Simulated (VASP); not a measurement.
Wanted: the native input for a VASP 6.6.1 run.

```
Task                   : relaxation of cell and atoms
Functional             : PBE
Potentials or basis    : VASP PAW PBE potentials, release 64 (Zn, O)
Cutoff                 : 520 eV
k mesh                 : 15 × 15 × 8
Occupations            : gaussian, width 0.02 eV
Spin                   : no spin polarisation
Further INCAR settings : ALGO = Fast; EDIFF = 1e-07; IBRION = 2; EDIFFG = -0.002; NSW = 80; ISIF = 3
```

The structure of ZnO lies in POSCAR:

```
ZnO                                     
1.0
    3.2869410969      0.0000000000      0.0000000000
   -1.6434705485      2.8465744879     -0.0000000000
    0.0000000000      0.0000000000      5.3045224376
  Zn              O             
     2     2
Direct
     0.3333333300000021    0.6666666699999979    0.4999386621759573
     0.6666666699999979    0.3333333300000021    0.9999386621759574
     0.6666666699999979    0.3333333300000021    0.3790713378240436
     0.3333333300000021    0.6666666699999979    0.8790713378240436
```

These files were run (other wordings do the same):

INCAR

```
SYSTEM = ZnO
PREC = Accurate
ENCUT = 520
EDIFF = 1E-7
ISMEAR = 0
SIGMA = 0.02
LREAL = .False.
LASPH = .True.
NELM = 80
ALGO = Fast
ISIF = 3
LWAVE = .False.
LCHARG = .False.
GGA = PE
IBRION = 2
NSW = 80
EDIFFG = -0.002
KPAR = 4
```

KPOINTS

```
Automatic mesh
0
Gamma
  15 15 8
  0 0 0
```

Potentials or basis: VASP PAW PBE potentials, release 64 (Zn, O).

Command:

```console
$ cat potpaw_PBE.64/Zn/POTCAR potpaw_PBE.64/O/POTCAR > POTCAR
$ mpirun -np 4 vasp_std > vasp.out
```

It gave:

```
Pressure after relaxing : 0.0 GPa
Band gap on the k mesh  : 0.72 eV, direct
```

Caveat: the relaxation stopped at its first step, so nothing moved; an odd mesh through Γ misses points on the zone boundary, where band edges often lie.

Run time: 18 s on 4 MPI ranks on Intel(R) Xeon(R) 6975P-C (Granite Rapids) (shared host), peak memory 0.24 GiB a rank.
